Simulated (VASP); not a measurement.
VASP runs on ZrIr (space group R-3m) share one base input (PBE GGA, plane waves, VASP's PBE PAW potentials (set 64)) and change the settings named in each case.

File KPOINTS:
```
Regular mesh
0
gamma
10 10 10
0 0 0
```

INCAR:
```
LWAVE = .FALSE.
SIGMA = 0.1   # width (eV)
SYSTEM = ZrIr
LREAL = .FALSE.   # projection in real space or not
ALGO = Normal   # blocked Davidson
NELM = 100   # most electronic steps
ENCUT = 300   # plane-wave cut-off (eV)
ISMEAR = -1   # Fermi-Dirac
PREC = Accurate
LASPH = .TRUE.   # aspherical one-centre terms
GGA = PE   # PBE
EDIFF = 1E-6   # SCF stop (eV)
LCHARG = .FALSE.
LMAXMIX = 6   # l cut-off of mixed one-centre charges
ISIF = 2   # forces and stress, cell fixed
```

**POSCAR**
```
ZrIr
1
    1.5868480000     0.9161660000     5.0700760000
   -1.5868480000     0.9161660000     5.0700760000
    0.0000000000    -1.8323340000     5.0700760000
Zr Ir
1 1
Direct
  0.0000000000   0.0000000000   0.0000000000
  0.5000000000   0.5000000000   0.5000000000
```

POTCAR, in this order: Zr_sv Ir (PBE.64 set). Program: vasp_std.

```tsv
change	E(σ→0) (eV/atom)	pressure (GPa)	−TS (eV)
base run	-8.5780	-24.48	-0.0886
GGA removed, POTCAR Zr_sv Ir (LDA.64 set)	-9.4548	?	?
GGA_COMPAT = .FALSE., LNONCOLLINEAR = .TRUE., LSORBIT = .TRUE., MAGMOM = 0.0 0.0 0.0 0.0 0.0 0.0, program vasp_ncl	-8.8158	-24.01	-0.0868
KPOINTS 4×4×4 Γ-centred mesh	-8.5677	-23.94	-0.0914
```

Complete the blanks.

- GGA removed, POTCAR Zr_sv Ir (LDA.64 set), pressure (GPa): -31.58
- GGA removed, POTCAR Zr_sv Ir (LDA.64 set), −TS (eV): -0.0889

Energies of different potentials or functionals have different zeros.  Unless said otherwise, spin-orbit coupling is left out, though it shifts the bands of the heavy elements here. At 300 eV the pressure can carry a Pulay error.

Left out are runs that ran out of time, are held back, or changed the cell or the kind of run, fixed moments of cells without a moment, rows past the twelfth, gaps on odd meshes, pressures of charged cells and columns that move by less than the noise.

The structure was generated: ZrIr was put into an ordered model structure, which need not be its known phase. The cell was not relaxed at this level, its lattice was scaled by up to 2.5 %.
